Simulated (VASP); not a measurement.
Shape and ions are relaxed at each volume.

Input:

Space group I4₁/amd, origin choice 1 (No. 141); a = 5.9909 Å, b = 5.9909 Å, c = 3.2590 Å, α = 90.00°, β = 90.00°, γ = 90.00°

```tsv
atom	site	symmetry	x	y	z
Sn	4a	-4m2	0.0000	0.0000	0.0000
```
(The calculation used a cell of 2 atoms; values per cell refer to that cell.)

All values below come from RPBE GGA, VASP's PBE PAW potentials (set 64) (plane waves; VASP). Run with 520 eV cut-off, 13×13×13 Γ-centred mesh, first-order Methfessel-Paxton smearing of 0.10 eV, potentials Sn_d.

**Question.** Give the energy at these volumes per atom, relative to the lowest: 27.52, 28.40, 29.28, 30.16, 31.04 Å³.

**Answer.** 15.4, 3.4, 0.0, 3.6, 13.2 meV/atom. A third-order Birch-Murnaghan fit gives B0 = 43.3 GPa and B0′ = 5.0.

Measured: bulk modulus 57.0 GPa (computed value off by -24.1 %), as given by Tao Chen et al., Physical Review Materials (2023), arXiv:2209.05059. The calculation is for a static lattice, while the measured bulk modulus holds thermal and zero-point effects, which are part of the difference.

The compound is Sn in the beta structure. It was relaxed first, which changed the volume by +8 %.
